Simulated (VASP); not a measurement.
```xyz
2
Lattice="1.8245 -3.1602 0.0000 1.8245 3.1602 0.0000 0.0000 0.0000 5.7197" Properties=species:S:1:pos:R:3 pbc="T T T"
Gd     1.8245     1.0534     1.4299
Gd     1.8245    -1.0534     4.2898
```

Calculation: PBE GGA with D3 dispersion (zero damping), VASP's PBE PAW potentials (set 64) (plane waves; VASP). Numerical set-up: 520 eV cut-off, 12×12×7 Γ-centred mesh, first-order Methfessel-Paxton smearing of 0.10 eV, potentials Gd_3.

The 4f electrons are frozen in the core of the lanthanide potential, so 4f levels, which can set the real gap, and their magnetism are missing.

Q: Predict the energy per atom (σ→0), pressure, band gap (on the k-mesh) with the smallest direct gap where there is one.

A: 
The band gap (on the k-mesh) is none (metal, semimetal or under 0.01 eV) and the energy per atom (σ→0) is -4.942 eV/atom. The pressure is -2.14 GPa.

Only differences to runs with the same potentials and settings are physical.

The compound is Gd in the hcp structure. This cell is one point of a volume scan, at 1.06 of the reference volume.
